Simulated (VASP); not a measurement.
Zn (space group P6_3/mmc): computed properties

All values below come from r2SCAN+rVV10, VASP's PBE PAW potentials (set 64) (plane waves; VASP).

```json
{
  "space_group": "P6_3/mmc (194)",
  "cell": "a = b = 2.639 Å, c = 4.631 Å, α = β = 90.00°, γ = 120.00°",
  "volume_per_atom": "13.97 Å³/atom",
  "band gap (over mesh and band path)": "none (metal, semimetal or under 0.01 eV)",
  "band_gap_with_spin_orbit_coupling": "none (metallic)",
  "density": "7.77 g/cm³"
}
```

```
CELL_PARAMETERS angstrom
      2.63930     0.00000     0.00000
     -1.31965     2.28570     0.00000
      0.00000     0.00000     4.63124
ATOMIC_POSITIONS crystal
  Zn 0.33333 0.66667 0.25000
  Zn 0.66667 0.33333 0.75000
```

The structure comes from a measured Zn entry (P6_3/mmc) of the Crystallography Open Database, whose conditions weren't checked. It was relaxed first, which changed the volume by -8 %. Symmetry was kept, so distortions that lower it aren't found.
